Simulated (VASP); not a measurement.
Given:

```xyz
2
Lattice="0.0000 2.1042 2.1042 2.1042 0.0000 2.1042 2.1042 2.1042 0.0000" Properties=species:S:1:pos:R:3 pbc="T T T"
Mg     2.1042     0.0000     2.1042
O      2.1042     2.1042     2.1042
```

These are PBEsol GGA, VASP's PBE PAW potentials (set 64) (plane waves; VASP) values and carry that method's errors. Run with 520 eV cut-off, 11×11×11 Γ-centred mesh, Gaussian smearing of 0.010 eV, potentials Mg O.

Question: Give the electronic dielectric tensor ε∞ (DFPT, local fields included).

Answer: 
```
3.16  0.00  0.00
0.00  3.16  0.00
0.00  0.00  3.16
```

Question: Give the Born effective charges.

Answer: 
| atom | Z*xx | Z*yy | Z*zz | mean |
|---|---|---|---|---|
| Mg1 | 1.96 | 1.96 | 1.96 | 1.96 |
| O2 | -1.96 | -1.96 | -1.96 | -1.96 |

Question: And the static tensor with the ions free?

Answer: 
```
9.97  0.00  0.00
0.00  9.97  0.00
0.00  0.00  9.97
```

Question: Which frequencies do the optical Γ-point modes have (no LO-TO splitting)?

Answer: 394 (×3) cm⁻¹.

The structure comes from a measured MgO entry (Fm-3m) of the Crystallography Open Database, whose conditions weren't checked. It was relaxed first.
